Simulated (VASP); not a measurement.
Computed with PBE GGA, VASP's PBE PAW potentials (set 64) (plane waves; VASP).

Input for VASP

KPOINTS:
```
Automatic mesh
0
Gamma
8 8 8
0 0 0
```

### POSCAR
```
TiCo
2.8959530
  1.0000000000   0.0000000000   0.0000000000
  0.0000000000   1.0000000000   0.0000000000
  0.0000000000   0.0000000000   1.0000000000
Ti Co
1 1
Cart
  0.0000000000   0.0000000000   0.0000000000
  0.5000000000   0.5000000000   0.5000000000
```

**INCAR**
```
# general
SYSTEM   =  TiCo
PREC     =  Accurate
ENCUT    =  300   # plane-wave cut-off (eV)
LREAL    =  F   # projection in real space or not
LASPH    =  T

# electronic loop
EDIFF    =  1E-6
NELM     =  100   # most electronic steps
ALGO     =  Normal
LMAXMIX  =  4   # l cut-off of mixed one-centre charges

# smearing
ISMEAR   =  0   # Gaussian
SIGMA    =  0.1

# functional
GGA      =  PE   # PBE

# spin
ISPIN    =  2

# ions
ISIF     =  2   # forces and stress, cell fixed

# output
LWAVE    =  F
LCHARG   =  F
LORBIT   =  11
```

POTCAR, in this order: Ti_sv Co (PBE.64 set). Program: vasp_std. The INCAR's line for the spin-polarised start is left out here.

At this cut-off the stress carries a Pulay error, which pulls relaxed volumes low. The run has a spin-polarised start.

Question: Estimate the energy per atom (σ→0), cell moment, pressure, band gap (on the k-mesh).

Answer: 
```json
{
  "energy per atom (σ→0)": "-7.771 eV/atom",
  "cell_moment": "0.00 μB",
  "band gap (on the k-mesh)": "none (metal, semimetal or under 0.01 eV)",
  "pressure": "15.51 GPa"
}
```

OSZICAR:
```
...
DAV:  11    -0.155438145829E+02    0.34769E-03   -0.79724E-03  3032   0.101E+00    0.378E-01
DAV:  12    -0.155460455974E+02   -0.22310E-02   -0.10233E-02  2848   0.108E+00    0.236E-01
DAV:  13    -0.155463829940E+02   -0.33740E-03   -0.93422E-04  2384   0.349E-01    0.160E-01
DAV:  14    -0.155470337947E+02   -0.65080E-03   -0.44831E-03  3072   0.619E-01    0.741E-02
DAV:  15    -0.155471119118E+02   -0.78117E-04   -0.13428E-03  3208   0.325E-01    0.329E-02
DAV:  16    -0.155471345480E+02   -0.22636E-04   -0.40604E-05  2464   0.666E-02    0.605E-03
DAV:  17    -0.155471353613E+02   -0.81335E-06   -0.10678E-06  1320   0.113E-02
   1 F= -.15547135E+02 E0= -.15542902E+02  d E =-.846715E-02  mag=     0.0008
```

The structure comes from a computed database's TiCo entry; how it stands against other phases isn't given here. The cell was not relaxed at this level, and its volume differs by -5.9 % from the start's.
